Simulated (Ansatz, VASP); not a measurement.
## Two plane-wave programs on Y2ScAs3

```xyz
6
Lattice="4.5732 0.0000 0.0000 -2.2866 3.9605 0.0000 0.0000 0.0000 7.6081" Properties=species:S:1:pos:R:3 pbc="T T T"
Y     0.0000    2.6403    2.1352
Y     0.0000    2.6403    5.4729
Sc    2.2866    1.3202    0.0000
As    2.2866    1.3202    3.8040
As    0.0000    0.0000    0.0000
As    0.0000    0.0000    3.8040
```

Change from the starting cell: species swapped into the La2CuSi3 type (P-6m2, No. 187).

Alike in both runs: functional PBE; k mesh 6 × 6 × 2; occupations gaussian, width 0.1 eV; no spin polarisation.

Ansatz relaxed the structure, and its values are those at the end. VASP's run is a single point on that final structure, the one shown.

```csv
,VASP,Ansatz
version,VASP 6.6.1,Ansatz 0.2.0
potentials or method,"VASP PAW PBE potentials, release 64 (Y_sv, Sc_sv, As)","scalar-relativistic, plane waves, PAW"
plane-wave cutoff (eV),520,420
valence electrons in the cell,48,78
```

Ansatz gave:

| Property | Result |
| --- | --- |
| gap on the k mesh at the Fermi level (eV) | none |
| pressure (GPa) | 0.0 |
| rms of the force components (eV/Å) | 0.009 |

Question: Estimate VASP's values.

Answer: gap on the k mesh at the Fermi level (eV): none; pressure (GPa): 0.1; rms of the force components (eV/Å): 0.010.

A gap of «none» marks a metal or a gap that the smearing closes. With one functional, cell and mesh, what is left measures potentials, basis and numerics. The two sets of potentials don't hold the same shells in valence.

Caveats: the k mesh is coarse (spacing up to 0.41 Å⁻¹), so the values aren't converged.
